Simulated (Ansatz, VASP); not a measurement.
# SnCl: VASP beside Ansatz, part 2 of 2

Wanted: the spread between two codes on one cell, functional and k mesh. Of the first pair: The structure shown is the end of the Ansatz relaxation below.

VASP 6.6.1 and Ansatz 0.2.0.

So far. Step 3 (VASP: single point, PBEsol, relaxed cell, pair 1): The run ends at a pressure of -0.02 GPa, with forces up to 0.016 eV/Å.

### 5. Ansatz: relaxation, PBEsol

Level of this step: Ansatz beside VASP: Kohn-Sham DFT, plane waves, PBEsol (Ansatz).

The two programs are compared at the cell with which this relaxation starts, whose forces are those of its first step.

The structure compared here is the start of the Ansatz relaxation; VASP solves that cell, so the two are compared at the walk's first step.

input.yaml reads:

```yaml
crystal:
  lattice:
    - [4.58912, 0.0, 0.0]
    - [-2.29456, 3.9743, 0.0]
    - [0.0, 0.0, 18.67675]
  atoms:
    - { symbol: Cl, position: [0.0, 0.0, 0.348026] }
    - { symbol: Cl, position: [0.333333, 0.666667, 0.651974] }
    - { symbol: Sn, position: [0.0, 0.0, 0.474922] }
    - { symbol: Sn, position: [0.333333, 0.666667, 0.525078] }
  periodic: [true, true, false]
kpoints:
  mp_grid: { grid: [9, 9, 1] }
hamiltonian:
  xc: pbesol
  pseudopotentials: { kind: paw, azcp: { folder: soft_1 }, xc_functional: pbe }
scf:
  occupations: { method: gaussian, width: 0.01 }
output:
  forces: true
  stress: true
  eigenvalues: true
  write_density: true
  write_potential: true
  elf: true
  volumetric_format: npy
relax:
  adjacent_minimum: "off"
  f_tol: 0.005
  max_steps: 80
  cell: { stress_2d_tol: 0.02 }
```

Launch:

```
ansatz run input.yaml --threads 4 --pin off --max-ram 16384MiB --backend cpu --events-out ev --progress --plain --runs-dir out
```

Numbers of over 12 decimals in the logs are rounded to 6 here.

The log of the run:

```text
[...]
cell:  # Å, volume = 711.5285 Å³
    - [4.834443, 0, 0]
    - [-2.417221, 4.186750, 0]
    - [0, 0, 35.153521618]
  atoms:
    - { symbol: Cl, position: [2.49945114468849e-18, 9.251849715283101e-18, 0.189202] }
    - { symbol: Cl, position: [0.333333, 0.666667, 0.342089] }
    - { symbol: Sn, position: [2.0712181030623356e-18, 9.251849715283101e-18, 0.256117] }
    - { symbol: Sn, position: [0.333333, 0.666667, 0.275174] }
[key lines of the parts left out:]
SCF converged after 7 iterations
Free energy (F): -14023.414232 eV
Fermi energy:    -6.352312 eV
P = ½ c Tr σ = 0.0012 N/m
```

### 6. VASP: single point, PBEsol, start cell, pair 2

The same cell, functional, mesh and smearing now go to VASP, with its own data sets.

INCAR reads:

```
SYSTEM = SnCl
PREC = Accurate
ENCUT = 400
EDIFF = 1E-06
NELM = 120
ISMEAR = 0
SIGMA = 0.01
LREAL = .FALSE.
ALGO = Normal
GGA = PS
NBANDS = 27
LORBIT = 11
LWAVE = .FALSE.
LCHARG = .FALSE.
ISIF = 2
LDIPOL = .TRUE.
IDIPOL = 3
DIPOL = 0.5 0.5 0.266
LVHAR = .TRUE.
LASPH = .TRUE.
GGA_COMPAT = .FALSE.
NELMDL = -8
KPAR = 2
```

POSCAR reads:

```
SnCl
1.0
    4.5891230000      0.0000000000      0.0000000000
   -2.2945620000      3.9742970000      0.0000000000
    0.0000000000      0.0000000000     35.1535220000
Cl Sn
2 2
Direct
    0.0000000000      0.0000000000      0.1849030945
    0.3333334898      0.6666668344      0.3463879096
    0.0000000000      0.0000000000      0.2523217731
    0.3333334898      0.6666668344      0.2789692310
```

KPOINTS reads:

```
Automatic mesh
0
Gamma
9 9 1
0 0 0
```

The projector-augmented-wave data sets are Cl and Sn_d (PBE family, release 64).

Launch:

```
mpirun -np 2 vasp_std
```

The log of the run:

```text
[banner, memory and clock lines left out]
running    2 mpi-ranks, on    1 nodes
[...]
[... a notice as in an earlier step ...]

 LDA part: xc-table for (Slater+PW92), standard interpolation
 POSCAR, INCAR and KPOINTS ok, starting setup
[...]
entering main loop
       N       E                     dE             d eps       ncg     rms          rms(c)
DAV:   1     0.284791129751E+03    0.28479E+03   -0.15831E+04   880   0.957E+02
DAV:   2     0.299389824168E+02   -0.25485E+03   -0.24959E+03   786   0.247E+02
DAV:   3    -0.135239701518E+02   -0.43463E+02   -0.43177E+02   795   0.109E+02
DAV:   4    -0.149314675951E+02   -0.14075E+01   -0.14030E+01   759   0.250E+01
[...]
DAV:  22    -0.144607955000E+02   -0.11407E-04   -0.31572E-07   615   0.176E-03    0.446E-04
DAV:  23    -0.144608055271E+02   -0.10027E-04   -0.22276E-07   565   0.178E-03    0.273E-04
DAV:  24    -0.144608062573E+02   -0.73017E-06   -0.19190E-08   463   0.786E-04
   1 F= -.14460806E+02 E0= -.14460806E+02  d E =-.127668E-29
```

OUTCAR, selected parts (step 6):

```text
  Total        1.4464196      1.4464195     -2.7076732     -0.0000002      0.0000000     -0.0000000
  in kB        3.6144816      3.6144814     -6.7662488     -0.0000005      0.0000000     -0.0000000
  external PRESSURE =       0.1542381 kB  Pullay stress =       0.0000000 kB

 POSITION                                       TOTAL-FORCE (eV/Angst)
 -----------------------------------------------------------------------------------
      0.00000      0.00000      6.50000         0.000000      0.000000      0.460570
     -0.00000      2.64953     12.17676        -0.000000      0.000000     -0.460570
      0.00000      0.00000      8.87000        -0.000000      0.000000      0.040619
     -0.00000      2.64953      9.80675         0.000000      0.000000     -0.040619
 -----------------------------------------------------------------------------------
    total drift:                               -0.000543     -0.001086      0.000104

  FREE ENERGIE OF THE ION-ELECTRON SYSTEM (eV)
  ---------------------------------------------------
  free  energy   TOTEN  =       -14.4608062573 eV

  energy  without entropy=      -14.4608062573  energy(sigma->0) =      -14.46080626

[... 3 further parts left out ...]
[key lines of the parts left out:]
E-fermi :  -4.1132
```

The run ends at a pressure of 0.02 GPa, with forces up to 0.46 eV/Å.

### 7. Comparison

What differs besides the data sets and the points named for the pairs above, as far as they apply: Ansatz takes its cutoff from its data sets, VASP runs at 400 eV. Total energies have different zeros and are not compared.

Forces (eV/Å; atoms numbered as in POSCAR):

```
atom        Ansatz x, y, z          VASP x, y, z
 Cl1   0.000, 0.000, 0.449   0.000, 0.000, 0.461
 Cl2  0.000, 0.000, -0.449  0.000, 0.000, -0.461
 Sn3   0.000, 0.000, 0.044   0.000, 0.000, 0.041
 Sn4  0.000, 0.000, -0.044  0.000, 0.000, -0.041
```

The forces differ by 4.7 meV/Å r.m.s., which is 2.5 % of the r.m.s. force of 0.189 eV/Å (both taken over all components). With vacuum in the cell, a pressure given here is an average over mostly empty space and none of the material.

### 8. Ansatz: relaxation, PBEsol

This run makes the geometry at which the two programs are then compared.

The structure compared here is the end of the Ansatz relaxation.

input.yaml is that of step 5.

Launch:

```
ansatz run input.yaml --threads 4 --pin off --max-ram 16384MiB --backend cpu --events-out ev --progress --plain --runs-dir out
```

The log of the run:

```text
[...]
SCF iter   2: F=—  HF=-14023.413582 eV  |F-HF|=—  |Δ(HF+E_count)|=   8.24e-7  Δρ=3.47e-6  dr2=1.10e-7  ethr=1.70e-9  ⟨swp⟩=2.9  Hψ=605  notcnv=0
[...]
SCF iter   5: F=-14023.413582 eV  HF=-14023.413582 eV  |F-HF|=1.69e-9  |Δ(HF+E_count)|=   1.38e-9  Δρ=1.50e-7  dr2=4.54e-10  ethr=4.67e-12  ⟨swp⟩=13.4  Hψ=2669  notcnv=0
[...]
cell:  # Å, volume = 711.5285 Å³
    - [4.834443, 0, 0]
    - [-2.417221, 4.186750, 0]
    - [0, 0, 35.153521618]
  atoms:
    - { symbol: Cl, position: [2.49945114468849e-18, 9.251849715283101e-18, 0.189202] }
    - { symbol: Cl, position: [0.333333, 0.666667, 0.342089] }
    - { symbol: Sn, position: [2.0712181030623356e-18, 9.251849715283101e-18, 0.256117] }
    - { symbol: Sn, position: [0.333333, 0.666667, 0.275174] }
[key lines of the parts left out:]
SCF converged after 7 iterations
Free energy (F): -14023.414232 eV
Fermi energy:    -6.352312 eV
P = ½ c Tr σ = 0.0012 N/m
```

### 9. VASP: single point, PBEsol, relaxed cell, pair 3

The same cell, functional, mesh and smearing now go to VASP, with its own data sets.

INCAR is that of step 6.

POSCAR reads:

```
SnCl
1.0
    4.8344426405      0.0000000000      0.0000000000
   -2.4172213203      4.1867501399      0.0000000000
    0.0000000000      0.0000000000     35.1535216180
Cl Sn
2 2
Direct
    0.0000000000      0.0000000000      0.1892019121
    0.3333333333      0.6666666667      0.3420890978
    0.0000000000      0.0000000000      0.2561170797
    0.3333333333      0.6666666667      0.2751739301
```

KPOINTS is that of step 6.

Launch:

```
mpirun -np 2 vasp_std
```

The log of the run:

```text
[... set-up lines as in an earlier step ...]
 entering main loop
       N       E                     dE             d eps       ncg     rms          rms(c)
DAV:   1     0.279326968906E+03    0.27933E+03   -0.15579E+04   880   0.939E+02
DAV:   2     0.304458531748E+02   -0.24888E+03   -0.24469E+03   813   0.243E+02
DAV:   3    -0.135178599672E+02   -0.43964E+02   -0.43472E+02   780   0.107E+02
DAV:   4    -0.151381882482E+02   -0.16203E+01   -0.16150E+01   766   0.266E+01
[...]
DAV:  24    -0.146121576186E+02   -0.12619E-05   -0.18966E-08   447   0.801E-04    0.239E-04
DAV:  25    -0.146121591396E+02   -0.15210E-05   -0.13772E-08   437   0.623E-04    0.112E-04
DAV:  26    -0.146121596096E+02   -0.47003E-06   -0.33600E-09   401   0.415E-04
   1 F= -.14612160E+02 E0= -.14612090E+02  d E =-.139306E-03
```

Parts of OUTCAR (step 9):

```text
  Total       -0.0595788     -0.0595788     -0.1219844      0.0000000      0.0000000      0.0000000
  in kB       -0.1341559     -0.1341559     -0.2746773      0.0000000      0.0000000      0.0000000
  external PRESSURE =      -0.1809964 kB  Pullay stress =       0.0000000 kB

 POSITION                                       TOTAL-FORCE (eV/Angst)
 -----------------------------------------------------------------------------------
      0.00000      0.00000      6.65111        -0.000000      0.000000      0.014133
     -0.00000      2.79117     12.02564         0.000000     -0.000000     -0.014133
      0.00000      0.00000      9.00342         0.000000      0.000000     -0.012534
     -0.00000      2.79117      9.67333        -0.000000      0.000000      0.012534
 -----------------------------------------------------------------------------------
    total drift:                                0.000000     -0.000000      0.000172

  FREE ENERGIE OF THE ION-ELECTRON SYSTEM (eV)
  ---------------------------------------------------
  free  energy   TOTEN  =       -14.6121596096 eV

  energy  without entropy=      -14.6120203036  energy(sigma->0) =      -14.61208996

[... 1 part as in an earlier step ...]

[... 2 further parts left out ...]
[key lines of the parts left out:]
E-fermi :  -4.6997
```

The run ends at a pressure of -0.02 GPa, with forces up to 0.014 eV/Å.

### 10. Differences

At this near-relaxed geometry the largest component of a force difference is 14 meV/Å. With vacuum in the cell, a pressure given here is an average over mostly empty space and none of the material.

### 11. What came out

```json
{
  "r.m.s. force difference (single point, PBEsol, relaxed cell, pair 1)": "7.7 meV/Å",
  "r.m.s. force difference (single point, PBEsol, start cell, pair 2)": "4.7 meV/Å",
  "r.m.s. force difference (single point, PBEsol, relaxed cell, pair 3)": "7.6 meV/Å"
}
```

In words: The r.m.s. force difference is 7.7 meV/Å (single point, PBEsol, relaxed cell, pair 1), within the 12 meV/Å picked in this series as the mark of a large difference. Such differences can come from data sets, numerical settings and the points named under the comparisons, not from the functional's error against experiment.

[Lines on the potential files, build, host, timing and source positions are cut from VASP's logs without a mark.]

[Logs are printed without paths, hosts, clocks, repeated set-up lines and the standing remarks that a program may print on its own settings, such as how far it seeks lower states.]

[Hosts, paths, dates, database ids (printed as entryN), source tags and the programs' standing remarks are cut or masked in the printed files.]
